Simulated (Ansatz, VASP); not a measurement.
## Two plane-wave programs on H6PtC2

```
CELL_PARAMETERS angstrom
0.00000 2.92163 2.92163
2.92163 0.00000 2.92163
2.92163 2.92163 0.00000
ATOMIC_POSITIONS crystal
H 0.68530 0.31470 0.31470
H 0.31470 0.68530 0.31470
H 0.31470 0.68530 0.68530
H 0.68530 0.31470 0.68530
H 0.31470 0.31470 0.68530
H 0.68530 0.68530 0.31470
Pt 0.00000 0.00000 0.00000
C 0.25000 0.25000 0.25000
C 0.75000 0.75000 0.75000
```

Change from the starting cell: species swapped into the K2TeBr6 type (Fm-3m, No. 225).

Alike in both runs: functional PBE; k mesh 4 × 4 × 4; occupations gaussian, width 0.1 eV; no spin polarisation.

Ansatz relaxed the structure, and its values are those at the end. VASP's run is a single point on that final structure, the one shown.

|  | VASP | Ansatz |
| --- | --- | --- |
| version | VASP 6.6.1 | Ansatz 0.2.0 |
| potentials or method | VASP PAW PBE potentials, release 64 (H, Pt, C) | scalar-relativistic, plane waves, PAW |
| plane-wave cutoff (eV) | 520 | 420 |
| valence electrons in the cell | 24 | 32 |

|  | VASP | Ansatz | Ansatz less VASP |
| --- | --- | --- | --- |
| gap on the k mesh at the Fermi level (eV) | none | none | - |
| pressure (GPa) | -0.5 | -0.3 | +0.21 |

A gap of «none» marks a metal or a gap that the smearing closes. The two sets of potentials don't hold the same shells in valence.

Caveats: the k mesh is coarse (spacing up to 0.47 Å⁻¹), so the values aren't converged. Spin-orbit coupling is left out, which matters for the levels of Pt.
